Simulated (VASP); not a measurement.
Output of a VASP run:

OSZICAR:
```
       N       E                     dE             d eps       ncg     rms          rms(c)
DAV:   1     0.656969199195E+02    0.65697E+02   -0.69282E+03   704   0.116E+03
DAV:   2    -0.393960076743E+01   -0.69637E+02   -0.63928E+02   796   0.195E+02
DAV:   3    -0.595117231342E+01   -0.20116E+01   -0.19742E+01   872   0.332E+01
DAV:   4    -0.597237964253E+01   -0.21207E-01   -0.21197E-01   840   0.395E+00
DAV:   5    -0.597281597571E+01   -0.43633E-03   -0.43632E-03   880   0.606E-01    0.816E+00
DAV:   6    -0.497457661152E+01    0.99824E+00   -0.61073E+00   780   0.276E+01    0.375E+00
DAV:   7    -0.491271676962E+01    0.61860E-01   -0.32145E-01   724   0.660E+00    0.171E+00
DAV:   8    -0.490058457973E+01    0.12132E-01   -0.51870E-02   796   0.192E+00    0.367E-01
DAV:   9    -0.490056299247E+01    0.21587E-04   -0.59218E-03   792   0.916E-01    0.184E-01
DAV:  10    -0.490097346977E+01   -0.41048E-03   -0.11651E-03   740   0.317E-01    0.314E-02
DAV:  11    -0.490097515555E+01   -0.16858E-05   -0.24817E-05   924   0.424E-02    0.182E-02
DAV:  12    -0.490097747474E+01   -0.23192E-05   -0.10022E-05   752   0.321E-02    0.353E-03
DAV:  13    -0.490097756894E+01   -0.94200E-07   -0.82502E-07   432   0.885E-03
   1 F= -.49009776E+01 E0= -.49004580E+01  d E =-.490098E+01
```

**OUTCAR**
```
------------------------ aborting loop because EDIFF is reached ----------------------------------------
  FORCE on cell =-STRESS in cart. coord.  units (eV):
  Direction    XX          YY          ZZ          XY          YZ          ZX
  --------------------------------------------------------------------------------------
  Total        0.0044523      0.0044523      0.0044523     -0.0000000     -0.0000000     -0.0000000
  in kB        0.1194962      0.1194962      0.1194962     -0.0000000     -0.0000000     -0.0000000
  external PRESSURE =       0.1194962 kB  Pullay stress =       0.0000000 kB
  volume of cell :       59.70
      direct lattice vectors                 reciprocal lattice vectors
     0.000000000  3.101969098  3.101969098    -0.161187937  0.161187937  0.161187937
     3.101969098  0.000000000  3.101969098     0.161187937 -0.161187937  0.161187937
     3.101969098  3.101969098  0.000000000     0.161187937  0.161187937 -0.161187937
 POSITION                                       TOTAL-FORCE (eV/Angst)
 -----------------------------------------------------------------------------------
      1.55098      1.55098      1.55098        -0.000000     -0.000000      0.000000
      4.65295      4.65295      4.65295         0.000000      0.000000     -0.000000
      0.00000      0.00000      0.00000        -0.000000      0.000000     -0.000000
 -----------------------------------------------------------------------------------
    total drift:                               -0.000000      0.000000      0.000000
  FREE ENERGIE OF THE ION-ELECTRON SYSTEM (eV)
  ---------------------------------------------------
  free  energy   TOTEN  =        -4.9009775689 eV

  energy  without entropy=       -4.8994188411  energy(sigma->0) =       -4.90045799

 reached required accuracy - stopping structural energy minimisation
```
(Selected blocks of OUTCAR.)

**POSCAR**
```
AuAl2
1
   -0.0000000000     3.1019690980     3.1019690980
    3.1019690980    -0.0000000000     3.1019690980
    3.1019690980     3.1019690980    -0.0000000000
Al Au
2 1
Direct
  0.2500000000   0.2500000000   0.2500000000
  0.7500000000   0.7500000000   0.7500000000
  0.0000000000   0.0000000000   0.0000000000
```

Task: Reconstruct the remaining input files.

Result: This is not unique; one that fits is the input of the run itself, vdW-DF2, plane waves, VASP's PBE PAW potentials (set 64).

**INCAR**
```
SYSTEM = AuAl2
ISIF = 3
LWAVE = F
LCHARG = F
LUSE_VDW = T
ENCUT = 520   # plane-wave cut-off (eV)
AGGAC = 0.0
PREC = Accurate
LREAL = F
NSW = 60
NELM = 100   # most electronic steps
EDIFFG = -0.02   # ionic stop
SIGMA = 0.1   # width (eV)
LMAXMIX = 6   # l cut-off of mixed one-centre charges
ISMEAR = 1   # Methfessel-Paxton
EDIFF = 1E-6
LASPH = T   # aspherical one-centre terms
IBRION = 2   # conjugate gradients
ALGO = Normal   # blocked Davidson
ZAB_VDW = -1.8867
GGA = ML
```

**KPOINTS**
```
Automatic mesh
0
Gamma
8 8 8
0 0 0
```

POTCAR, in this order: Al Au (PBE.64 set). Program: vasp_std.

The compound is AuAl2 in the fluorite structure. It was relaxed first, which changed the volume by +11 %. The start is the result of an earlier pass. The electron count is odd and the run is not spin-polarised, which forces a metal.
